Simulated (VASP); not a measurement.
Ti, 6 atoms in the cell. The cell holds a slab with vacuum, 6 atoms: a = 2.950 Å, b = 2.950 Å, c = 26.715 Å, α = 90.00°, β = 90.00°, γ = 120.00°.  The cell isn't the ideal one: the (0 0 1) slab of Ti, cut from the database cell, not relaxed.

- Program: VASP 6.6.1
- Task: single point
- Functional: PBE
- Potentials or basis: VASP PAW PBE potentials, release 64 (Ti_sv)
- Cutoff: 520 eV
- k mesh: 10 × 10 × 1
- Occupations: fermi-dirac, width 0.05 eV
- Spin: no spin polarisation
- Dipole correction: yes
- Further INCAR settings: ALGO = Normal; EDIFF = 1e-07; NBANDS = 45

Potentials or basis: VASP PAW PBE potentials, release 64 (Ti_sv).

Launch:

```sh
$ cat potpaw_PBE.64/Ti_sv/POTCAR > POTCAR
$ mpirun -np 1 vasp_std > vasp.out
```

Hardware: 1 thread of Intel(R) Xeon(R) 6975P-C (Granite Rapids), with other jobs on the host.

Question: How long does it take, and how much memory?

Answer: Run time: 3.2 min on 1 thread of Intel(R) Xeon(R) 6975P-C (Granite Rapids), with other jobs on the host, peak memory 0.36 GiB. Counts: scf iterations 31, k points 14.
